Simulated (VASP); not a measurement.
Hg2Zn2Te4 (ordered alloy cell): computed properties

The numbers are results of PBEsol GGA, VASP's PBE PAW potentials (set 64) (plane waves; VASP), not measurements.

For Hg2Zn2Te4, the space group comes out as R3m (160). The cell comes out as a = 4.443 Å, b = 4.443 Å, c = 43.778 Å, α = 90.00°, β = 90.00°, γ = 120.00°. The volume per atom is 31.18 Å³/atom and the band gap (over mesh and band path) comes out as none (metal, semimetal or under 0.01 eV). The density is 6.94 g/cm³.

Space group R3m, hexagonal axes (No. 160); a = b = 4.4426 Å, c = 43.7780 Å, α = β = 90.00°, γ = 120.00°

```
atom  site  symmetry       x       y       z
----  ----  --------  ------  ------  ------
Zn      3a        3m  0.0000  0.0000  0.9971
Zn      3a        3m  0.0000  0.0000  0.2522
Te      3a        3m  0.0000  0.0000  0.3124
Te      3a        3m  0.0000  0.0000  0.5675
Te      3a        3m  0.0000  0.0000  0.8119
Te      3a        3m  0.0000  0.0000  0.0570
Hg      3a        3m  0.0000  0.0000  0.5035
Hg      3a        3m  0.0000  0.0000  0.7483
```
(The calculation used a cell of 8 atoms; values per cell refer to that cell.)

Unless said otherwise, spin-orbit coupling is left out, though it shifts the bands of the heavy elements here.

The structure was generated: Hg2Zn2Te4 was put into an ordered model structure (R3m), which need not be its known phase. It was relaxed first. Symmetry was kept, so distortions that lower it aren't found.
